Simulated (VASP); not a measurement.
Method: PBE GGA, VASP's PBE PAW potentials (set 64) (plane waves; VASP).

VASP input:

KPOINTS:
```
Automatic mesh
0
Gamma
8 8 8
0 0 0
```

File POSCAR:
```
MgSe
1
    0.0000000000     2.6534410000     2.6884620000
    2.6975910000     0.0000000000     2.6884620000
    2.6975910000     2.6534410000     0.0000000000
Mg Se
1 1
Direct
  0.0000000000   0.0000000000   0.0000000000
  0.4916060000   0.5083940000   0.5083940000
```

**INCAR**
```
# general
SYSTEM   =  MgSe
PREC     =  Accurate
ENCUT    =  400   # plane-wave cut-off (eV)
LREAL    =  .FALSE.   # projection in real space or not
LASPH    =  .TRUE.   # aspherical one-centre terms

# electronic loop
EDIFF    =  1E-6
NELM     =  100   # most electronic steps
ALGO     =  Conjugate
LMAXMIX  =  4

# smearing
ISMEAR   =  0   # Gaussian
SIGMA    =  0.05

# functional
GGA      =  PE

# ions
ISIF     =  2   # forces and stress, cell fixed

# output
LWAVE    =  .FALSE.
LCHARG   =  .FALSE.
```

POTCAR, in this order: Mg Se (PBE.64 set). Program: vasp_std.

Q: What will the output report for the number of irreducible k-points (NKPTS), number of bands (NBANDS), largest plane-wave count, number of space-group operations, FFT grid (NGX, NGY, NGZ)?

A: 
| Item | Value |
|---|---|
| number of irreducible k-points (NKPTS) | 95 |
| number of bands (NBANDS) | 8 |
| largest plane-wave count | 717 |
| number of space-group operations | 4 |
| FFT grid (NGX, NGY, NGZ) | 28 × 28 × 28 |

The compound is MgSe in the rock salt structure. The cell was not relaxed at this level, atoms are displaced from their ideal sites. The run is one of a series of settings (ALGO = Conjugate against the base run), some of them coarse on purpose.
